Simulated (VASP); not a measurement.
Input:

```
FePt
1.0
    2.67338     0.00000     0.00000
    0.00000     2.67338     0.00000
    0.00000     0.00000     3.68190
Fe Pt
1 1
Cartesian
  0.00000   0.00000   0.00000
  1.33669   1.33669   1.84095
```
Starting moments (μB, in the order of the record's atoms Fe Pt): 2.9 0.3.

The numbers are results of PBE GGA, VASP's PBE PAW potentials (set 64) (plane waves; VASP), not measurements. Run with 480 eV cut-off, 12×12×10 Γ-centred mesh, first-order Methfessel-Paxton smearing of 0.10 eV, potentials Fe Pt.

**Question.** Give the stress tensor in GPa (positive for a compressed cell).

**Answer.** 
```
14.38   0.00   0.00
 0.00  14.38   0.00
 0.00   0.00  14.82
```
The pressure is its mean diagonal, 14.53 GPa.

The compound is FePt in the L1_0 structure. This cell was strained or had an atom moved on purpose.
